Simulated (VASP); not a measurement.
Here is the system:

```xyz
3
Lattice="0.0000 2.6336 2.6336 2.6336 0.0000 2.6336 2.6336 2.6336 0.0000" Properties=species:S:1:pos:R:3 pbc="T T T"
Co     0.0000     0.0000     0.0000
Si     1.3168     1.3168     1.3168
Si     3.9504     3.9504     3.9504
```

The numbers are results of revPBE GGA, VASP's PBE PAW potentials (set 64) (plane waves; VASP), not measurements. Numerical set-up: 520 eV cut-off, 10×10×10 Γ-centred mesh, first-order Methfessel-Paxton smearing of 0.10 eV, potentials Co Si.

### Question
What does the run give for the energy per atom (σ→0), pressure, band gap (on the k-mesh) with the smallest direct gap where there is one?

### Answer

| Item | Result |
|---|---|
| band gap (on the k-mesh) | none (metal, semimetal or under 0.01 eV) |
| energy per atom (σ→0) | -6095 meV/atom |
| pressure | 12.43 GPa |

The absolute energy has meaning only against runs of the same code, potentials and settings.

The compound is CoSi2 in the fluorite structure. This cell is one point of a volume scan, at 0.94 of the reference volume. The run is not spin-polarised, so no magnetic state was tried. The electron count is odd and the run is not spin-polarised, which forces a metal.
